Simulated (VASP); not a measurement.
InP:

```
In P
1.0
     0.00000    2.95228    2.95228
     2.95228    0.00000    2.95228
     2.95228    2.95228    0.00000
In P
1 1
Cartesian
  0.0000 0.0000 0.0000
  4.4284 4.4284 4.4284
```

The cell is a database's computed one.

Base run:

- Program: VASP 6.6.1
- Functional: PBE
- Potentials or basis: VASP PAW PBE potentials, release 64 (In_d, P)
- Cutoff: 300 eV
- k mesh: 10 × 10 × 10
- Occupations: gaussian, width 0.02 eV
- Spin: no spin polarisation

Its results: band gap on the k mesh 0.59 eV, direct.

Question: The run is repeated on the same cell with these changes: functional from PBE to LDA; potentials or basis from VASP PAW PBE potentials, release 64 (In_d, P) to VASP PAW LDA potentials, release 64 (In_d, P); cutoff from 300 eV to 450 eV. What comes out?

Answer: Band gap on the k mesh 0.39 eV, direct.

Caveats: spin-orbit coupling is left out, which moves the levels of the heavy elements.
